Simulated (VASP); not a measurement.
Calculation: optB86b-vdW, VASP's PBE PAW potentials (set 64) (plane waves; VASP 6.6.1).

The input files of a VASP run:

**POSCAR**
```
SiC
10.1388410
  0.1522572769  -0.2637173151   0.0000000000
  0.1522572769   0.2637173151   0.0000000000
  0.0000000000   0.0000000000   0.5000000110
Si C
2 2
direct
  0.6666670000   0.3333330000   0.4996660027
  0.3333330000   0.6666670000   0.9996660027
  0.6666670000   0.3333330000   0.8753339973
  0.3333330000   0.6666670000   0.3753339973
```

KPOINTS:
```
k-points along high-symmetry lines
10
Line-mode
Reciprocal
  0.000000   0.000000   0.000000 ! GAMMA
  0.000000   0.500000   0.000000 ! M

  0.000000   0.500000   0.000000 ! M
 -0.333333   0.666667   0.000000 ! K

 -0.333333   0.666667   0.000000 ! K
  0.000000   0.000000   0.000000 ! GAMMA

  0.000000   0.000000   0.000000 ! GAMMA
  0.000000   0.000000   0.500000 ! A

  0.000000   0.000000   0.500000 ! A
  0.000000   0.500000   0.500000 ! L

  0.000000   0.500000   0.500000 ! L
 -0.333333   0.666667   0.500000 ! H

 -0.333333   0.666667   0.500000 ! H
  0.000000   0.000000   0.500000 ! A

  0.000000   0.500000   0.500000 ! L
  0.000000   0.500000   0.000000 ! M

 -0.333333   0.666667   0.500000 ! H
 -0.333333   0.666667   0.000000 ! K
```

INCAR:
```
SYSTEM  =  SiC
PREC  =  Accurate; ENCUT  =  520; LREAL  =  .False.
LASPH  =  .True.; ICHARG  =  11
EDIFF  =  1E-7; NELM  =  100; ALGO  =  Normal
ISMEAR  =  0; SIGMA  =  0.05
GGA  =  MK; LUSE_VDW  =  .True.; AGGAC  =  0.0
PARAM1  =  0.1234; PARAM2  =  1.0
LWAVE  =  .False.; LCHARG  =  .False.; LORBIT  =  11
```

POTCAR, in this order: Si C (PBE.64 set). Program: vasp_std. Read from the step before: CHGCAR.

Output

### OSZICAR
```
       N       E                     dE             d eps       ncg     rms          rms(c)
DAV:   1     0.391035457100E+02    0.39104E+02   -0.73419E+03  2160   0.118E+03
DAV:   2    -0.218310809950E+02   -0.60935E+02   -0.55694E+02  3104   0.176E+02
DAV:   3    -0.245943235054E+02   -0.27632E+01   -0.27404E+01  2820   0.372E+01
DAV:   4    -0.246268533196E+02   -0.32530E-01   -0.32484E-01  2620   0.472E+00
DAV:   5    -0.246274914346E+02   -0.63811E-03   -0.63794E-03  2716   0.596E-01
DAV:   6    -0.246275138136E+02   -0.22379E-04   -0.22371E-04  2676   0.991E-02
DAV:   7    -0.246275147379E+02   -0.92432E-06   -0.92420E-06  2672   0.173E-02
DAV:   8    -0.246275147918E+02   -0.53873E-07   -0.53815E-07  2304   0.334E-03
   1 F= -.24627515E+02 E0= -.24627515E+02  d E =-.151200E-11
```

### OUTCAR
```
 val. band max:        8.0959437193   @ k =   0.0000   0.0000   0.0000

 cond. band min:      10.3963583373   @ k =  -0.3333   0.6667   0.0000



 k-point     1 :       0.0000    0.0000    0.0000
  band No.  band energies     occupation
      1      -7.3471      2.00000
      2      -3.8272      2.00000
      3      -0.5202      2.00000
      4       6.7891      2.00000
      5       6.7891      2.00000
      6       7.9766      2.00000
      7       8.0959      2.00000
      8       8.0959      2.00000
      9      12.8559      0.00000
     10      14.2072      0.00000
     11      14.6960      0.00000
     12      14.6960      0.00000

 k-point     2 :       0.0000    0.0556    0.0000
  band No.  band energies     occupation
      1      -7.2940      2.00000
      2      -3.7818      2.00000
      3      -0.4714      2.00000
      4       6.4698      2.00000
      5       6.6921      2.00000
      6       7.8742      2.00000
      7       7.9534      2.00000
      8       8.0673      2.00000
      9      13.0793      0.00000
     10      14.2244      0.00000
     11      14.6558      0.00000
     12      14.8093      0.00000

 k-point     3 :       0.0000    0.1111    0.0000
  band No.  band energies     occupation
      1      -7.1353      2.00000
      2      -3.6469      2.00000
      3      -0.3265      2.00000
      4       5.6691      2.00000
      5       6.4400      2.00000
      6       7.3179      2.00000
      7       7.8300      2.00000
      8       7.9719      2.00000
      9      13.3142      0.00000
     10      14.3154      0.00000
     11      14.8070      0.00000
     12      15.1116      0.00000

 k-point     4 :       0.0000    0.1667    0.0000
  band No.  band energies     occupation
      1      -6.8727      2.00000
      2      -3.4283      2.00000
      3      -0.0916      2.00000
      4       4.6400      2.00000
      5       6.1088      2.00000
      6       6.5273      2.00000
      7       7.6191      2.00000
...
```

The density is held fixed in this step, so its total energy and stress have no physical meaning.

The compound is SiC in the wurtzite structure, the rare 2H polytype. It was relaxed first.
